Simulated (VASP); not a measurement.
Computed with PBEsol GGA, VASP's PBE PAW potentials (set 64) (plane waves; VASP).

VASP input:

### POSCAR
```
ZnSe
1
   -0.0000000000     2.8176410593     2.8176410593
    2.8176410593    -0.0000000000     2.8176410593
    2.8176410593     2.8176410593     0.0000000000
Zn Se
1 1
Direct
  0.2500000000   0.2500000000   0.2500000000
  0.0000000000   0.0000000000   0.0000000000
```

### KPOINTS
```
Automatic mesh
0
Gamma
7 7 7
0 0 0
```

### INCAR
```
ALGO  =  Normal
EDIFF  =  1E-6
EDIFFG  =  -0.01
ENCUT  =  400
GGA  =  PS
IBRION  =  2
ISIF  =  3
ISMEAR  =  0
LASPH  =  .True.
LCHARG  =  .False.
LMAXMIX  =  4
LREAL  =  .False.
LWAVE  =  .False.
NELM  =  100
NSW  =  60
PREC  =  Accurate
SIGMA  =  0.05
SYSTEM  =  ZnSe
```

POTCAR, in this order: Zn Se (PBE.64 set). Program: vasp_std.

What will the output report for the number of irreducible k-points (NKPTS), number of bands (NBANDS), largest plane-wave count, number of space-group operations, FFT grid (NGX, NGY, NGZ)?

```
Property                                       Value
--------------------------------------  ------------
number of irreducible k-points (NKPTS)            20
number of bands (NBANDS)                          13
largest plane-wave count                         869
number of space-group operations                  24
FFT grid (NGX, NGY, NGZ)                28 × 28 × 28
```

The structure comes from a measured ZnSe entry (F-43m) of the Crystallography Open Database, whose conditions weren't checked. It was relaxed first, which changed the volume by -7 %. The start is the result of an earlier pass.
